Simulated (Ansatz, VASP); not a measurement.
# Cross-check of AlGaN2 between VASP and Ansatz, part 2 of 3

Wanted: the spread between two codes on one cell, functional and k mesh. The cell is generated by rule, not measured, and may not be a known phase. The cell is taken from a series of runs on this material, whose earlier steps may have relaxed, scaled, displaced or heated it; both programs get it as it stands.

VASP 6.6.1 and Ansatz 0.2.0.

So far: Starting point; Ansatz: zone-centre phonons, LDA.

### 3. VASP: zone-centre phonons, LDA

Level of this step: LDA; plane waves and PAW (Ga_d, N, Al); invented cell (VASP).

The same cell, functional (in two slightly different forms) and mesh now go to VASP, with its own data sets.

Lines of VASP's logs that name or quote its potential files are left out, and so is its time.

File INCAR:

```
SYSTEM = AlGaN2
PREC = Accurate
ENCUT = 600
EDIFF = 1E-08
NELM = 120
ISMEAR = 0
SIGMA = 0.01
LREAL = .FALSE.
ALGO = Normal
GGA = CA
NBANDS = 34
LORBIT = 11
LWAVE = .FALSE.
LCHARG = .FALSE.
ISIF = 2
IBRION = 8
LEPSILON = .TRUE.
LASPH = .TRUE.
GGA_COMPAT = .FALSE.
EFERMI = MIDGAP
KPAR = 2
```

File POSCAR:

```
AlGaN2
1.0
    3.1195351916      0.0000000000      0.0000000000
   -1.5597675958      2.7015967239      0.0000000000
    0.0000000000      0.0000000000     10.0971940676
Ga N Al
2 4 2
Direct
    0.3333333333      0.6666666667      0.9973461265
    0.6666666667      0.3333333333      0.2530691884
    0.3333333333      0.6666666667      0.1893108853
    0.6666666667      0.3333333333      0.4455754095
    0.3333333333      0.6666666667      0.6888766932
    0.6666666667      0.3333333333      0.9329537606
    0.3333333333      0.6666666667      0.5024324846
    0.6666666667      0.3333333333      0.7464354519
```

File KPOINTS:

```
Automatic mesh
0
Gamma
9 9 3
0 0 0
```

The projector-augmented-wave data sets are Ga_d, N and Al (LDA family, release 64).

Started as:

```sh
mpirun -np 2 vasp_std
```

Log:

```text
[banner, memory and clock lines left out]
running    2 mpi-ranks, on    1 nodes
 distrk:  each k-point on    1 cores,    2 groups
 distr:  one band on    1 cores,    1 groups

 POSCAR found type information on POSCAR GaN Al
 POSCAR found :  3 types and       8 ions
 LDA part: xc-table for (Slater(with rela. corr.)+CA(PZ))
 , standard interpolation
 POSCAR, INCAR and KPOINTS ok, starting setup
 FFT: planning ... GRIDC
 FFT: planning ... GRID_SOFT
 FFT: planning ... GRID
 WAVECAR not read
 entering main loop
       N       E                     dE             d eps       ncg     rms          rms(c)
DAV:   1     0.512625231701E+03    0.51263E+03   -0.26488E+04  2318   0.255E+03
DAV:   2     0.200714767588E+02   -0.49255E+03   -0.46593E+03  2356   0.607E+02
DAV:   3    -0.650349273874E+02   -0.85106E+02   -0.83344E+02  2376   0.184E+02
DAV:   4    -0.700255918857E+02   -0.49907E+01   -0.49552E+01  2940   0.473E+01
DAV:   5    -0.701362743137E+02   -0.11068E+00   -0.11038E+00  2662   0.672E+00    0.164E+01
DAV:   6    -0.607552289667E+02    0.93810E+01   -0.32589E+01  3362   0.595E+01    0.506E+00
DAV:   7    -0.608311459233E+02   -0.75917E-01   -0.32635E+00  2602   0.101E+01    0.385E+00
DAV:   8    -0.607255273358E+02    0.10562E+00   -0.46997E-01  3242   0.749E+00    0.868E-01
DAV:   9    -0.607004073925E+02    0.25120E-01   -0.12556E-01  3760   0.574E+00    0.335E-01
DAV:  10    -0.607011206573E+02   -0.71326E-03   -0.10079E-02  2436   0.665E-01    0.164E-01
DAV:  11    -0.607010692982E+02    0.51359E-04   -0.12329E-03  3198   0.504E-01    0.558E-02
DAV:  12    -0.607010406030E+02    0.28695E-04   -0.26973E-04  2766   0.161E-01    0.353E-02
DAV:  13    -0.607010448067E+02   -0.42037E-05   -0.40010E-05  2890   0.735E-02    0.151E-02
DAV:  14    -0.607010432718E+02    0.15350E-05   -0.96971E-06  3198   0.391E-02    0.514E-03
DAV:  15    -0.607010431759E+02    0.95838E-07   -0.44349E-06  2928   0.203E-02    0.351E-03
DAV:  16    -0.607010431820E+02   -0.60218E-08   -0.46214E-07  2454   0.501E-03    0.248E-03
DAV:  17    -0.607010431385E+02    0.43481E-07   -0.12250E-07  2798   0.252E-03    0.830E-04
DAV:  18    -0.607010431347E+02    0.37962E-08   -0.17670E-08  2010   0.279E-03
   1 F= -.60701043E+02 E0= -.60701043E+02  d E =0.000000E+00
 Linear response reoptimize wavefunctions to high precision
DAV:   1    -0.607010431352E+02   -0.47203E-09   -0.86371E-09  1924   0.682E-04
DAV:   2    -0.607010431353E+02   -0.16189E-09   -0.11214E-09  1228   0.261E-04
DAV:   3    -0.607010431353E+02    0.20918E-10   -0.25285E-10  1216   0.126E-04
 Linear response G [H, r] |phi>, progress :
  Direction:   1
       N       E                     dE             d eps       ncg     rms
RMM:   1    -0.135125346233E+03   -0.13513E+03    0.33205E+02  2557   0.331E+02
RMM:   2    -0.145175168605E+03   -0.10050E+02   -0.48852E+02  4063   0.901E+01
RMM:   3    -0.152265976994E+03   -0.70908E+01   -0.46271E+01  4463   0.295E+01
RMM:   4    -0.152648410747E+03   -0.38243E+00   -0.42374E+00  4536   0.793E+00
RMM:   5    -0.152712363609E+03   -0.63953E-01   -0.68623E-01  4586   0.246E+00
RMM:   6    -0.152687852802E+03    0.24511E-01   -0.60131E-02  4593   0.941E-01
RMM:   7    -0.152694564420E+03   -0.67116E-02   -0.49450E-02  4669   0.352E-01
RMM:   8    -0.152689555386E+03    0.50090E-02    0.11508E-02  4673   0.149E-01
RMM:   9    -0.152691667789E+03   -0.21124E-02   -0.70283E-03  4775   0.617E-02
RMM:  10    -0.152690528803E+03    0.11390E-02    0.48201E-03  4718   0.286E-02
RMM:  11    -0.152691188904E+03   -0.66010E-03   -0.16714E-03  4753   0.143E-02
RMM:  12    -0.152690875850E+03    0.31305E-03    0.14807E-03  4617   0.884E-03
RMM:  13    -0.152691079981E+03   -0.20413E-03   -0.55927E-04  4501   0.639E-03
RMM:  14    -0.152690999330E+03    0.80651E-04    0.25418E-04  4386   0.557E-03
RMM:  15    -0.152691059988E+03   -0.60659E-04   -0.35811E-04  4274   0.512E-03
RMM:  16    -0.152691018609E+03    0.41380E-04    0.57607E-05  4204   0.502E-03
RMM:  17    -0.152691053081E+03   -0.34472E-04   -0.27855E-04  4167   0.496E-03
RMM:  18    -0.152691019439E+03    0.33642E-04    0.48485E-05  4129   0.495E-03
 Linear response G [H, r] |phi>, progress :
  Direction:   2
       N       E                     dE             d eps       ncg     rms
RMM:   1    -0.133177828199E+03   -0.13318E+03    0.29802E+02  2552   0.333E+02
RMM:   2    -0.147836494302E+03   -0.14659E+02   -0.47368E+02  4067   0.898E+01
RMM:   3    -0.152522122017E+03   -0.46856E+01   -0.42536E+01  4471   0.294E+01
RMM:   4    -0.152899636342E+03   -0.37751E+00   -0.32025E+00  4570   0.769E+00
RMM:   5    -0.153009752517E+03   -0.11012E+00   -0.42132E-01  4592   0.239E+00
RMM:   6    -0.153005176941E+03    0.45756E-02   -0.33951E-02  4611   0.903E-01
RMM:   7    -0.153011469880E+03   -0.62929E-02   -0.23326E-02  4662   0.342E-01
RMM:   8    -0.153007431477E+03    0.40384E-02    0.26812E-02  4663   0.146E-01
RMM:   9    -0.153010640850E+03   -0.32094E-02   -0.24753E-03  4748   0.625E-02
[...]
RMM:   6    -0.259098028196E+00   -0.90559E-05   -0.78305E-06  4542   0.142E-02    0.287E-03
RMM:   7    -0.259098566202E+00   -0.53801E-06   -0.19749E-06  4439   0.419E-03    0.101E-03
RMM:   8    -0.259095024850E+00    0.35414E-05   -0.56948E-07  4523   0.138E-03    0.389E-04
[...]
RMM:  10    -0.258095027690E+00   -0.67251E-07   -0.82981E-08  4392   0.285E-04    0.510E-05
RMM:  11    -0.258095209681E+00   -0.18199E-06   -0.62556E-08  4633   0.144E-04    0.210E-05
RMM:  12    -0.258095235876E+00   -0.26195E-07   -0.67401E-10  4578   0.898E-05    0.741E-06
RMM:  13    -0.258095225401E+00    0.10475E-07   -0.51652E-08  4645   0.704E-05    0.390E-06
RMM:  14    -0.258095222479E+00    0.29228E-08   -0.74346E-09  4710   0.637E-05    0.150E-06
 first order change of Fermi-energy   0.10591E+01
 force on displaced ion       6 direction 3 :   0.000  -0.000 -23.514
 Born effective charge ion    6 direction 3 :  -0.000   0.000  -2.644
 Linear response progress:
  Degree of freedom:  13/ 16
       N       E                     dE             d eps       ncg     rms          rms(c)
RMM:   1    -0.676342277246E-02   -0.67634E-02    0.76695E-04 19672   0.501E-01
RMM:   2    -0.582735484860E-02    0.93607E-03   -0.81059E-04 15485   0.137E-01    0.868E-02
RMM:   3    -0.572346995448E-02    0.10388E-03   -0.12302E-04 17081   0.497E-02    0.481E-02
RMM:   4    -0.572989947124E-02   -0.64295E-05   -0.76498E-05 16398   0.363E-02    0.753E-03
RMM:   5    -0.572517323513E-02    0.47262E-05   -0.31683E-06 17595   0.102E-02    0.244E-03
RMM:   6    -0.572388739400E-02    0.12858E-05    0.98540E-10 17649   0.230E-03    0.791E-04
RMM:   7    -0.572227437292E-02    0.16130E-05   -0.20629E-08 16702   0.733E-04    0.126E-04
RMM:   8    -0.572246173656E-02   -0.18736E-06    0.14812E-08 17971   0.267E-04    0.613E-05
RMM:   9    -0.572246623085E-02   -0.44943E-08    0.16183E-08 18312   0.821E-05    0.338E-05
 first order change of Fermi-energy   0.29439E-01
 force on displaced ion       7 direction 1 : -15.717  -0.000   0.000
 Born effective charge ion    7 direction 1 :   2.510   0.000   0.000
 Linear response progress:
  Degree of freedom:  14/ 16
       N       E                     dE             d eps       ncg     rms          rms(c)
RMM:   1    -0.236861098960E-01   -0.23686E-01    0.20489E-03  5828   0.106E+00
RMM:   2    -0.149780127555E-01    0.87081E-02   -0.27165E-03  3776   0.500E-01    0.115E-01
RMM:   3    -0.149385152043E-01    0.39498E-04   -0.17229E-03  4238   0.184E-01    0.606E-02
RMM:   4    -0.146601390839E-01    0.27838E-03   -0.70170E-04  4437   0.900E-02    0.211E-02
RMM:   5    -0.146150812435E-01    0.45058E-04   -0.13161E-04  4463   0.326E-02    0.106E-02
RMM:   6    -0.146131915101E-01    0.18897E-05   -0.31710E-05  4368   0.117E-02    0.514E-03
RMM:   7    -0.146143844120E-01   -0.11929E-05   -0.14683E-05  4450   0.637E-03    0.118E-03
RMM:   8    -0.146157341079E-01   -0.13497E-05   -0.55463E-06  4282   0.214E-03    0.345E-04
RMM:   9    -0.146158824031E-01   -0.14830E-06   -0.23237E-06  4554   0.680E-04    0.148E-04
RMM:  10    -0.146158053578E-01    0.77045E-07   -0.11328E-06  4559   0.221E-04    0.791E-05
RMM:  11    -0.146158097067E-01   -0.43489E-08   -0.59791E-07  4364   0.101E-04    0.200E-05
RMM:  12    -0.146157767111E-01    0.32996E-07   -0.38610E-07  4708   0.504E-05    0.820E-06
RMM:  13    -0.146157644673E-01    0.12244E-07   -0.24234E-07  4590   0.292E-05    0.335E-06
RMM:  14    -0.146157630075E-01    0.14598E-08   -0.27656E-07  4667   0.241E-05    0.103E-06
RMM:  15    -0.146157594243E-01    0.35832E-08   -0.20967E-07  3870   0.223E-05    0.446E-07
RMM:  16    -0.146157612851E-01   -0.18608E-08   -0.26843E-07  3340   0.218E-05    0.868E-08
 first order change of Fermi-energy   0.28845E+00
 force on displaced ion       7 direction 3 :   0.000   0.000 -25.537
 Born effective charge ion    7 direction 3 :   0.000   0.000   2.685
 Linear response progress:
  Degree of freedom:  15/ 16
       N       E                     dE             d eps       ncg     rms          rms(c)
RMM:   1    -0.674171179350E-02   -0.67417E-02    0.92965E-05 19354   0.510E-01
RMM:   2    -0.578849873077E-02    0.95321E-03   -0.82221E-04 15458   0.143E-01    0.868E-02
RMM:   3    -0.568522561655E-02    0.10327E-03   -0.15240E-04 16432   0.518E-02    0.481E-02
RMM:   4    -0.569130194810E-02   -0.60763E-05   -0.10636E-04 15785   0.387E-02    0.751E-03
RMM:   5    -0.568271066560E-02    0.85913E-05   -0.51546E-06 17596   0.110E-02    0.241E-03
RMM:   6    -0.568174647804E-02    0.96419E-06   -0.13822E-07 17829   0.249E-03    0.842E-04
RMM:   7    -0.568016883065E-02    0.15776E-05    0.10741E-07 16892   0.746E-04    0.127E-04
RMM:   8    -0.568041473937E-02   -0.24591E-06   -0.15351E-09 18227   0.266E-04    0.593E-05
RMM:   9    -0.568042319270E-02   -0.84533E-08    0.20814E-08 18325   0.710E-05    0.405E-05
 first order change of Fermi-energy  -0.29814E-01
 force on displaced ion       8 direction 1 : -15.243  -0.000   0.000
 Born effective charge ion    8 direction 1 :   2.500  -0.000   0.000
 Linear response progress:
  Degree of freedom:  16/ 16
       N       E                     dE             d eps       ncg     rms          rms(c)
RMM:   1    -0.237898996116E-01   -0.23790E-01   -0.80410E-04  5881   0.110E+00
RMM:   2    -0.151627113396E-01    0.86272E-02   -0.40062E-03  3911   0.501E-01    0.117E-01
RMM:   3    -0.148753697482E-01    0.28734E-03   -0.10284E-03  4247   0.192E-01    0.580E-02
RMM:   4    -0.146636525631E-01    0.21172E-03   -0.53122E-04  4349   0.946E-02    0.232E-02
RMM:   5    -0.146266581416E-01    0.36994E-04   -0.19434E-04  4485   0.429E-02    0.100E-02
RMM:   6    -0.146203546746E-01    0.63035E-05   -0.24006E-05  4460   0.144E-02    0.479E-03
RMM:   7    -0.146220087221E-01   -0.16540E-05   -0.15008E-05  4465   0.624E-03    0.107E-03
RMM:   8    -0.146221811894E-01   -0.17247E-06   -0.23068E-06  4362   0.197E-03    0.388E-04
RMM:   9    -0.146225288821E-01   -0.34769E-06   -0.21611E-06  4520   0.658E-04    0.136E-04
RMM:  10    -0.146224440390E-01    0.84843E-07   -0.32368E-07  4467   0.255E-04    0.452E-05
RMM:  11    -0.146224736514E-01   -0.29612E-07   -0.56465E-07  4493   0.115E-04    0.213E-05
RMM:  12    -0.146224175539E-01    0.56097E-07   -0.11538E-08  4644   0.577E-05    0.103E-05
RMM:  13    -0.146224281270E-01   -0.10573E-07   -0.14563E-07  4564   0.379E-05    0.339E-06
RMM:  14    -0.146223948585E-01    0.33269E-07    0.21462E-07  4544   0.311E-05    0.158E-06
RMM:  15    -0.146224048168E-01   -0.99583E-08    0.68331E-08  4363   0.282E-05    0.610E-07
 first order change of Fermi-energy  -0.17551E+01
 force on displaced ion       8 direction 3 :   0.000  -0.000 -25.255
 Born effective charge ion    8 direction 3 :  -0.000   0.000   3.040
 Born effective charges drift removed
 Linear response finished
```

(Continued in part 3 of 3.)

[Lines on the potential files, build, host, timing and source positions are cut from VASP's logs without a mark.]

[Logs are printed without paths, hosts, clocks, repeated set-up lines and the standing remarks that a program may print on its own settings, such as how far it seeks lower states.]

[Hosts, paths, dates, database ids (printed as entryN), source tags and the programs' standing remarks are cut or masked in the printed files.]
